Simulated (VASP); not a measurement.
Calculation: r2SCAN meta-GGA, VASP's PBE PAW potentials (set 64) (plane waves; VASP 6.6.1).

VASP input:

### INCAR
```
SYSTEM = SiO2
PREC = Accurate; ENCUT = 520; LREAL = F
LASPH = T
EDIFF = 1E-6; NELM = 100; ALGO = Normal
LMIXTAU = T
ISMEAR = 0; SIGMA = 0.05
METAGGA = R2SCAN
IBRION = 2; NSW = 60; ISIF = 3
EDIFFG = -0.02
LWAVE = F; LCHARG = F
```

KPOINTS:
```
Automatic
0
gamma
 6 6 6
0 0 0
```

### POSCAR
```
SiO2
1.0
 -2.4898327102   2.4898327102   3.6737647069
  2.4898327102  -2.4898327102   3.6737647069
  2.4898327102   2.4898327102  -3.6737647069
Si O
2 4
Cart
  0.0000000000   0.0000000000   0.0000000000
  0.0000000000   2.4898327102   1.8368823535
  0.4852677414   1.2449163551   0.9184411767
 -1.2449163551   2.0045649688   2.7553235302
 -0.4852677414   3.7347490653   0.9184411767
  1.2449163551   2.9751004516   2.7553235302
```

POTCAR, in this order: Si O (PBE.64 set). Program: vasp_std.

The run wrote:

File OUTCAR:
```
 ion  position               nearest neighbor table
   1  0.000  0.000  0.000-   4 1.62   5 1.62   6 1.62   3 1.62   2 3.09   2 3.09   2 3.09   2 3.09
  LATTYP: Found a body centered tetragonal cell.
 ALAT       =     4.9796654204
 C/A-ratio  =     1.4755066442
 Subroutine PRICEL returns:
 Original cell was already a primitive cell.
 Subroutine GETGRP returns: Found  8 space group operations
The static configuration has the point symmetry S_4 .
 The point group associated with its full space group is D_2d.
The dynamic configuration has the point symmetry S_4 .
 Subroutine INISYM returns: Found  8 space group operations
 Subroutine IBZKPT returns following result:
 Found     30 irreducible k-points:

 Following reciprocal coordinates:
            Coordinates               Weight
  0.000000  0.000000  0.000000      1.000000
  0.166667  0.000000 -0.000000      8.000000
  0.333333 -0.000000  0.000000      8.000000
  0.500000  0.000000  0.000000      4.000000
  0.166667  0.166667 -0.000000      8.000000
  0.333333  0.166667 -0.000000     16.000000
  0.500000  0.166667 -0.000000     16.000000
 -0.333333  0.166667 -0.000000     16.000000
 -0.166667  0.166667  0.000000      4.000000
  0.333333  0.333333  0.000000      8.000000
  0.500000  0.333333 -0.000000     16.000000
 -0.333333  0.333333  0.000000      4.000000
  0.500000  0.500000  0.000000      2.000000
  0.166667  0.166667  0.166667      8.000000
  0.333333  0.166667  0.166667      8.000000
 -0.166667  0.166667  0.166667      4.000000
  0.333333  0.333333  0.166667      4.000000
 -0.333333  0.333333  0.166667      8.000000
 -0.166667  0.333333  0.166667      8.000000
  0.500000  0.500000  0.166667      4.000000
 -0.333333  0.500000  0.166667     16.000000
 -0.166667  0.500000  0.166667      8.000000
 -0.333333 -0.333333  0.166667      8.000000
...
```

OSZICAR:
```
       N       E                     dE             d eps       ncg     rms          rms(c)
DAV:   1     0.196069999238E+03    0.19607E+03   -0.16719E+04  1200   0.144E+03
DAV:   2    -0.608561942998E+02   -0.25693E+03   -0.24980E+03  1728   0.328E+02
DAV:   3    -0.754173562320E+02   -0.14561E+02   -0.14520E+02  1432   0.885E+01
DAV:   4    -0.755919072538E+02   -0.17455E+00   -0.17431E+00  1440   0.106E+01
DAV:   5    -0.755950838272E+02   -0.31766E-02   -0.31759E-02  1384   0.144E+00    0.209E+01
DAV:   6    -0.622150035523E+02    0.13380E+02   -0.17147E+01  1384   0.259E+01    0.118E+01
DAV:   7    -0.584543360868E+02    0.37607E+01   -0.12812E+00  1420   0.110E+01    0.405E+00
DAV:   8    -0.635796929546E+02   -0.51254E+01   -0.19594E+00  1336   0.998E+00    0.244E+00
DAV:   9    -0.589637491905E+02    0.46159E+01   -0.13901E+00  1288   0.799E+00    0.840E-01
DAV:  10    -0.593223284444E+02   -0.35858E+00   -0.19796E-01  1216   0.386E+00    0.543E-01
DAV:  11    -0.594785525556E+02   -0.15622E+00   -0.48444E-02  1316   0.171E+00    0.321E-01
DAV:  12    -0.595676030360E+02   -0.89050E-01   -0.82924E-02  1204   0.341E+00    0.112E-01
DAV:  13    -0.595587831062E+02    0.88199E-02   -0.65017E-03  1436   0.791E-01    0.595E-02
DAV:  14    -0.595742498077E+02   -0.15467E-01   -0.30351E-03  1304   0.618E-01    0.401E-02
DAV:  15    -0.595789345667E+02   -0.46848E-02   -0.28070E-03  1208   0.679E-01    0.463E-02
DAV:  16    -0.595795075930E+02   -0.57303E-03   -0.25242E-04  1304   0.180E-01    0.161E-02
DAV:  17    -0.595795037295E+02    0.38636E-05   -0.30064E-05  1368   0.527E-02    0.100E-02
DAV:  18    -0.595795389304E+02   -0.35201E-04   -0.15554E-05  1228   0.501E-02    0.501E-03
DAV:  19    -0.595795458883E+02   -0.69579E-05   -0.72903E-06  1240   0.330E-02    0.347E-03
DAV:  20    -0.595795489186E+02   -0.30303E-05   -0.70387E-07   896   0.109E-02    0.231E-03
DAV:  21    -0.595795499395E+02   -0.10209E-05   -0.81799E-07   836   0.838E-03    0.793E-04
DAV:  22    -0.595795499755E+02   -0.35934E-07   -0.12597E-07   696   0.361E-03
   1 F= -.59579550E+02 E0= -.59579550E+02  d E =-.595795E+02
       N       E                     dE             d eps       ncg     rms          rms(c)
DAV:   1    -0.597591421862E+02   -0.17959E+00   -0.62569E+00  1344   0.228E+01    0.372E+00
DAV:   2    -0.595691148879E+02    0.19003E+00   -0.67954E-01  1344   0.638E+00    0.843E-01
DAV:   3    -0.595586496443E+02    0.10465E-01   -0.54524E-02  1204   0.196E+00    0.328E-01
DAV:   4    -0.595539182639E+02    0.47314E-02   -0.17331E-02  1200   0.153E+00    0.151E-01
DAV:   5    -0.595606180928E+02   -0.66998E-02   -0.94491E-03  1200   0.116E+00    0.684E-02
DAV:   6    -0.595585706583E+02    0.20474E-02   -0.50275E-03  1200   0.890E-01    0.514E-02
DAV:   7    -0.595638333323E+02   -0.52627E-02   -0.12604E-03  1240   0.441E-01    0.148E-02
DAV:   8    -0.595642574533E+02   -0.42412E-03   -0.31113E-04  1216   0.189E-01    0.982E-03
DAV:   9    -0.595642832008E+02   -0.25748E-04   -0.99688E-06  1420   0.390E-02    0.373E-03
DAV:  10    -0.595642923390E+02   -0.91381E-05   -0.76908E-06  1300   0.300E-02    0.875E-04
DAV:  11    -0.595642952724E+02   -0.29335E-05   -0.18429E-06   892   0.165E-02    0.881E-04
DAV:  12    -0.595642952939E+02   -0.21414E-07   -0.19575E-07   936   0.528E-03
   2 F= -.59564295E+02 E0= -.59564295E+02  d E =0.152547E-01
       N       E                     dE             d eps       ncg     rms          rms(c)
DAV:   1    -0.596595704091E+02   -0.95275E-01   -0.22835E+00  1336   0.136E+01    0.222E+00
DAV:   2    -0.595831093405E+02    0.76461E-01   -0.25676E-01  1216   0.393E+00    0.483E-01
DAV:   3    -0.595869700499E+02   -0.38607E-02   -0.21806E-02  1208   0.129E+00    0.229E-01
DAV:   4    -0.595881320720E+02   -0.11620E-02   -0.48213E-03  1200   0.875E-01    0.118E-01
DAV:   5    -0.595864005637E+02    0.17315E-02   -0.34042E-03  1200   0.722E-01    0.482E-02
DAV:   6    -0.595889869362E+02   -0.25864E-02   -0.22558E-03  1200   0.622E-01    0.316E-02
DAV:   7    -0.595904694204E+02   -0.14825E-02   -0.37615E-04  1248   0.252E-01    0.926E-03
DAV:   8    -0.595906860391E+02   -0.21662E-03   -0.11561E-04  1260   0.118E-01    0.701E-03
DAV:   9    -0.595906947162E+02   -0.86771E-05   -0.73556E-06  1388   0.363E-02    0.124E-03
DAV:  10    -0.595906983465E+02   -0.36303E-05   -0.10873E-06   844   0.146E-02    0.620E-04
DAV:  11    -0.595906984107E+02   -0.64234E-07   -0.27692E-07   880   0.585E-03
   3 F= -.59590698E+02 E0= -.59590698E+02  d E =-.111484E-01
```

File OUTCAR:
```
------------------------ aborting loop because EDIFF is reached ----------------------------------------
  FORCE on cell =-STRESS in cart. coord.  units (eV):
  Direction    XX          YY          ZZ          XY          YZ          ZX
  --------------------------------------------------------------------------------------
  Total       -0.0207856     -0.0207856      0.0169901      0.0000000      0.0000000      0.0000000
  in kB       -0.3706120     -0.3706120      0.3029365      0.0000000      0.0000000      0.0000000
  external PRESSURE =      -0.1460959 kB  Pullay stress =       0.0000000 kB
  volume of cell :       89.86
      direct lattice vectors                 reciprocal lattice vectors
    -2.478242970  2.478242970  3.657683616     0.000000000  0.201755843  0.136698537
     2.478242970 -2.478242970  3.657683616     0.201755843  0.000000000  0.136698537
     2.478242970  2.478242970 -3.657683616     0.201755843  0.201755843  0.000000000
 POSITION                                       TOTAL-FORCE (eV/Angst)
 -----------------------------------------------------------------------------------
     -0.00000      0.00000      0.00000        -0.000000     -0.000000      0.000000
     -0.00000      2.47824      1.82884        -0.000000     -0.000000      0.000000
      0.47964      1.23912      0.91442        -0.006342     -0.000000     -0.000000
     -1.23912      1.99860      2.74326        -0.000000      0.006342      0.000000
     -0.47964      3.71736      0.91442         0.006342     -0.000000      0.000000
      1.23912      2.95788      2.74326         0.000000     -0.006342     -0.000000
 -----------------------------------------------------------------------------------
    total drift:                                0.000012      0.000012     -0.000001
  FREE ENERGIE OF THE ION-ELECTRON SYSTEM (eV)
  ---------------------------------------------------
  free  energy   TOTEN  =       -59.5906984107 eV

  energy  without entropy=      -59.5906984107  energy(sigma->0) =      -59.59069841

 reached required accuracy - stopping structural energy minimisation
```
(Selected blocks of OUTCAR.)

File CONTCAR:
```
SiO2
   1.00000000000000
    -2.4782429702662001    2.4782429702662001    3.6576836158475570
     2.4782429702662001   -2.4782429702662001    3.6576836158475570
     2.4782429702662001    2.4782429702662001   -3.6576836158475570
  Si              O
     2     4
Direct
     0.0000000000000000    0.0000000000000000    0.0000000000000000
     0.7500000000000000    0.2500000000000000    0.5000000000000000
     0.3750000000000000    0.2217703696971481    0.3467703696971481
     0.7782296303028520    0.1250000000000000    0.1532296303028519
     0.8750000000000000    0.0282296303028520    0.6532296303028520
     0.9717703696971480    0.6250000000000000    0.8467703696971480
```

The structure comes from a computed database's SiO2 entry (I-42d); how it stands against other phases isn't given here. This run relaxes it. Symmetry was kept, so distortions that lower it aren't found. The start is the result of an earlier pass.
